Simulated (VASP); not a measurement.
# Ge (Fd-3m) in VASP: elastic constants with LDA

Aim: the elastic constants of Ge with LDA.

Program: VASP 6.6.1. These are calculated values, not measurements. Logs are shortened: lines on timing, memory, paths and dates and some standing lists are left out, and cuts for length are marked.

**1. The structure**

The structure is cubic, space group Fd-3m (No. 227). Conventional cell: a = 5.658 Å, b = 5.658 Å, c = 5.658 Å, α = 90.00°, β = 90.00°, γ = 90.00°. Ge (site symmetry -43m) is surrounded by 4 Ge at 2.45 Å.

**2. Elastic constants, LDA**

The input, POSCAR:

```
Ge
1.0
    0.0000000000      2.8287700000      2.8287700000
    2.8287700000      0.0000000000      2.8287700000
    2.8287700000      2.8287700000      0.0000000000
Ge
2
Direct
    0.5000000000      0.5000000000      0.5000000000
    0.7500000000      0.7500000000      0.7500000000
```

The input, INCAR.step1:

```
PREC = Accurate
ENCUT = 600
EDIFF = 1E-8
ISMEAR = 0
SIGMA = 0.1
LREAL = False
LASPH = True
NELM = 60
ALGO = Normal
ISIF = 3
LWAVE = False
LCHARG = False
GGA = CA
IBRION = 2
NSW = 40
EDIFFG = -0.002
```

The input, INCAR.step2:

```
PREC = Accurate
ENCUT = 600
EDIFF = 1E-8
ISMEAR = 0
SIGMA = 0.1
LREAL = False
LASPH = True
NELM = 60
ALGO = Normal
ISIF = 3
LWAVE = False
LCHARG = False
GGA = CA
IBRION = 6
NFREE = 2
POTIM = 0.015
NSW = 1
```

The input, KPOINTS:

```
Automatic mesh
0
Gamma
  6 6 6
```

Potentials or basis: VASP PAW LDA potentials, release 64 (Ge_d).

On the command line:

```
> cat potpaw_LDA.64/Ge_d/POTCAR > POTCAR
> cp INCAR.step1 INCAR
> mpirun -np 1 vasp_std > vasp.out
> cp CONTCAR POSCAR
> cp INCAR.step2 INCAR
> mpirun -np 1 vasp_std > vasp.out
```

OUTCAR:

```text
PREC = Accurate
   ENCUT = 600
   EDIFF = 1E-8
   ISMEAR = 0
   LREAL = False
   LASPH = True
   NELM = 60
   ISIF = 3
   GGA = CA
   IBRION = 6
   NFREE = 2
   POTIM = 0.015
   NSW = 1

 ion  position               nearest neighbor table
   1  0.500  0.500  0.500-   2 2.44   2 2.44   2 2.44   2 2.44
   2  0.750  0.750  0.750-   1 2.44   1 2.44   1 2.44   1 2.44

  LATTYP: Found a face centered cubic cell.
 ALAT       =     5.6276969575

  Lattice vectors:

 A1 = (   0.0000000000,   2.8138484788,   2.8138484788)
 A2 = (   2.8138484788,   0.0000000000,   2.8138484788)
 A3 = (   2.8138484788,   2.8138484788,   0.0000000000)

Analysis of symmetry for initial positions (statically):
=====================================================================
 Subroutine PRICEL returns:
 Original cell was already a primitive cell.

 Routine SETGRP: Setting up the symmetry group for a
 face centered cubic supercell.

 Subroutine GETGRP returns: Found 48 space group operations
 (whereof 24 operations were pure point group operations)
 out of a pool of 48 trial point group operations.

The static configuration has the point symmetry T_d .
 The point group associated with its full space group is O_h .

Analysis of symmetry for dynamics (positions and initial velocities):
=====================================================================
 Subroutine PRICEL returns:
 Original cell was already a primitive cell.

 Routine SETGRP: Setting up the symmetry group for a
 face centered cubic supercell.

 Subroutine GETGRP returns: Found 48 space group operations
 (whereof 24 operations were pure point group operations)
 out of a pool of 48 trial point group operations.

The dynamic configuration has the point symmetry T_d .
 The point group associated with its full space group is O_h .

 Subroutine INISYM returns: Found 48 space group operations
 (whereof 24 operations are pure point group operations),
[... 333 lines left out ...]
 cond. band min:       4.9591183194   @ k =   0.0000   0.0000   0.0000
 fundamental gap:      0.0658470510
 Fermi energy:         4.9184317598

 k-point     1 :       0.0000    0.0000    0.0000
  band No.  band energies     occupation
      1     -20.0728      2.00000
      2     -20.0700      2.00000
      3     -20.0668      2.00000
      4     -20.0322      2.00000
      5     -20.0320      2.00000
      6     -19.8148      2.00000
[... 481 lines left out ...]
      5     -19.9659      2.00000
      6     -19.8845      2.00000
[... 10 lines left out ...]
     17       9.8306      0.00000
     18      11.2371      0.00000

 [... further k-points ...]
[... 5 lines left out ...]
  --------------------------------------------------------------------------------------
  -------------------------------------------------------------------------------------
  Total       -0.0031942     -0.0041362     -0.0041362      0.0000000     -0.1390001      0.0000000
  in kB       -0.1148525     -0.1487244     -0.1487244      0.0000000     -4.9979677      0.0000000
  external PRESSURE =      -0.1374338 kB  Pullay stress =       0.0000000 kB
[... 17 lines left out ...]
  FREE ENERGIE OF THE ION-ELECTRON SYSTEM (eV)
  ---------------------------------------------------
  free  energy   TOTEN  =       -10.3438030224 eV

  energy  without entropy=      -10.3424660176  energy(sigma->0) =      -10.34313452

 INTERNAL STRAIN TENSORS FROM STRAINED CELLS
 ============================================

 INTERNAL STRAIN TENSOR FOR ION    1 for displacements in x,y,z  (eV/Angst):
          X           Y           Z          XY          YZ          ZX
  --------------------------------------------------------------------------------
  x     0.00000     0.00000     0.00000     0.00000     9.24718    -0.00000
  y     0.00000     0.00000     0.00000     0.00000     0.00000     9.24440
  z     0.00000     0.00000    -0.00000     9.24694    -0.00000     0.00000

 INTERNAL STRAIN TENSORS FROM DISPLACED ATOMS
 ============================================

 INTERNAL STRAIN TENSOR FOR ION    1 for displacements in x,y,z  (eV/Angst):
          X           Y           Z          XY          YZ          ZX
  --------------------------------------------------------------------------------
  x     0.00000     0.00000     0.00000     0.00000     9.27072     0.00000
  y     0.00000     0.00000     0.00000     0.00000     0.00000     9.27072
  z     0.00000     0.00000     0.00000     9.27072     0.00000     0.00000

 INTERNAL STRAIN TENSOR FOR ION    2 for displacements in x,y,z  (eV/Angst):
          X           Y           Z          XY          YZ          ZX
  --------------------------------------------------------------------------------
  x     0.00000     0.00000     0.00000     0.00000    -9.27072     0.00000
  y     0.00000     0.00000     0.00000     0.00000     0.00000    -9.27072
  z     0.00000     0.00000     0.00000    -9.27072     0.00000     0.00000

 Eigenvectors and eigenvalues of the dynamical matrix
 ----------------------------------------------------

   1 f  =    8.078045 THz    50.755854 2PiTHz  269.454578 cm-1    33.408095 meV
             X         Y         Z           dx          dy          dz
      2.813848  2.813848  2.813848     0.000000   -0.707107    0.000000
      4.220773  4.220773  4.220773     0.000000    0.707107    0.000000
[... 21 lines left out ...]
   6 f  =    0.000000 THz     0.000000 2PiTHz    0.000000 cm-1     0.000000 meV
             X         Y         Z           dx          dy          dz
      2.813848  2.813848  2.813848     0.000000    0.000000    0.707107
      4.220773  4.220773  4.220773     0.000000    0.000000    0.707107

--------------------------------------------------------------------------------------------------------

 ELASTIC MODULI CONTR FROM IONIC RELAXATION (kBar)
 Direction    XX          YY          ZZ          XY          YZ          ZX
 --------------------------------------------------------------------------------
 XX           0.0000      0.0000      0.0000      0.0000      0.0000      0.0000
 YY           0.0000      0.0000      0.0000      0.0000      0.0000      0.0000
 ZZ           0.0000      0.0000      0.0000      0.0000      0.0000      0.0000
 XY           0.0000      0.0000      0.0000   -318.8067      0.0000      0.0000
 YZ           0.0000      0.0000      0.0000      0.0000   -318.8067      0.0000
 ZX           0.0000      0.0000      0.0000      0.0000      0.0000   -318.8067
 --------------------------------------------------------------------------------

 TOTAL ELASTIC MODULI (kBar)
 Direction    XX          YY          ZZ          XY          YZ          ZX
 --------------------------------------------------------------------------------
 XX        1091.2259    418.6857    418.6857      0.0000      0.0000     -0.0000
 YY         418.6857   1091.2259    418.6857      0.0000     -0.0000      0.0000
 ZZ         418.6857    418.6857   1091.2259      0.0000      0.0000      0.0000
 XY           0.0000      0.0000      0.0000    458.3457      0.0000      0.0000
 YZ           0.0000     -0.0000      0.0000      0.0000    458.3457      0.0000
 ZX          -0.0000      0.0000      0.0000      0.0000      0.0000    458.3457
 --------------------------------------------------------------------------------
```

It took 5.8 min on 1 thread of Intel Xeon Platinum 8259CL at 2.50GHz (Skylake/Cascade Lake), shared host; peak memory 0.22 GiB.

Results:

* Relaxed volume: 22.28 Å³/atom
* Relaxed cell: a = 3.979 Å, b = 3.979 Å, c = 3.979 Å, α = 60.00°, β = 60.00°, γ = 60.00°
* Space group after relaxing (to 0.05 Å): Fd-3m (No. 227)
* Elastic constants C11, C12, C44: 109, 42, 46 GPa
* Voigt bulk modulus: 64 GPa
* Highest phonon frequency at Γ: 269 cm⁻¹

Step by step:
```tsv
step	energy change (eV)	largest force (eV/Å)	pressure (GPa)	volume (Å³)
1	0.0000	0.0000	-1.02	45.27
2	-0.0021	0.0000	0.29	44.34
3	-0.0023	0.0000	0.02	44.54
4	-0.0023	0.0000	-0.02	44.56
5	-0.0023	0.0000	0.00	44.56
```

Final structure:
```
Ge
1.0
     0.00000    2.81385    2.81385
     2.81385    0.00000    2.81385
     2.81385    2.81385    0.00000
Ge
2
Cartesian
  2.8138 2.8138 2.8138
  4.2208 4.2208 4.2208
```

Phonon frequencies in cm⁻¹ (negative: imaginary):
| q point | frequencies |
| --- | --- |
| (0.000, 0.000, 0.000) | 0 0 0 269 269 269 |

Elastic tensor in Voigt notation (GPa, in the Cartesian axes of the cell as first typed):
```
109  42  42   0   0   0
 42 109  42   0   0   0
 42  42 109   0   0   0
  0   0   0  46   0   0
  0   0   0   0  46   0
  0   0   0   0   0  46
```

Clamped-ion elastic tensor (GPa):
```
109  42  42   0   0   0
 42 109  42   0   0   0
 42  42 109   0   0   0
  0   0   0  78   0   0
  0   0   0   0  78   0
  0   0   0   0   0  78
```
